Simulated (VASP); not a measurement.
```
CELL_PARAMETERS angstrom
      1.79918    -3.11627     0.00000
      1.79918     3.11627     0.00000
      0.00000     0.00000     5.68319
ATOMIC_POSITIONS crystal
  Gd 0.33333 0.66667 0.25000
  Gd 0.66667 0.33333 0.75000
```

These are PBEsol GGA, VASP's PBE PAW potentials (set 64) (plane waves; VASP) values and carry that method's errors. Settings: 480 eV cut-off, 12×12×6 Γ-centred mesh, first-order Methfessel-Paxton smearing of 0.10 eV, potentials Gd_3.

The 4f electrons are frozen in the core of the lanthanide potential, so 4f levels, which can set the real gap, and their magnetism are missing.

Q: Give the stress tensor in GPa (positive for a compressed cell).

A: 
```
-1.01   0.00   0.00
 0.00  -1.01   0.00
 0.00   0.00  -1.39
```
The pressure is its mean diagonal, -1.14 GPa.

The compound is Gd in the hcp structure. This cell was strained or had an atom moved on purpose.
